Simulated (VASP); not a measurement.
Input of a VASP 6.6.1 run:

File INCAR:

```
  ALGO = Normal
  EDIFF = 1E-7
  ENCUT = 520
  GGA = PS
  ISIF = 2
  ISMEAR = 0
  ISPIN = 2
  LASPH = True
  LCHARG = False
  LMAXMIX = 4
  LORBIT = 11
  LREAL = False
  LWAVE = False
  MAGMOM = 3
  NBANDS = 14
  NELM = 150
  PREC = Accurate
  SIGMA = 0.5
```

The input KPOINTS:

```
k-points
0
Gamma
  20 20 20
```

The input POSCAR:

```
Fe
1.0
   -1.3925200000      1.3925200000      1.3925200000
    1.3925200000     -1.3925200000      1.3925200000
    1.3925200000      1.3925200000     -1.3925200000
Fe
1
Direct
    0.0000000000      0.0000000000      0.0000000000
```

Potentials or basis: VASP PAW PBE potentials, release 64 (Fe).

The run is started by

```sh
$ cat potpaw_PBE.64/Fe/POTCAR > POTCAR
$ mpirun -np 1 vasp_std > vasp.out
```

(1) Estimate the band gap on the k mesh.

(2) What does it give for the net moment?

(3) What does it give for the site moments?

(4) What does it give for the pressure?

## Answers

(1) none (metal or under the smearing width).

(2) 2.06 μB per cell.

(3) Fe +2.04 μB.

(4) 0.4 GPa.

Caveat: the PAW data sets were made with another functional, which shifts forces and pressure a little.
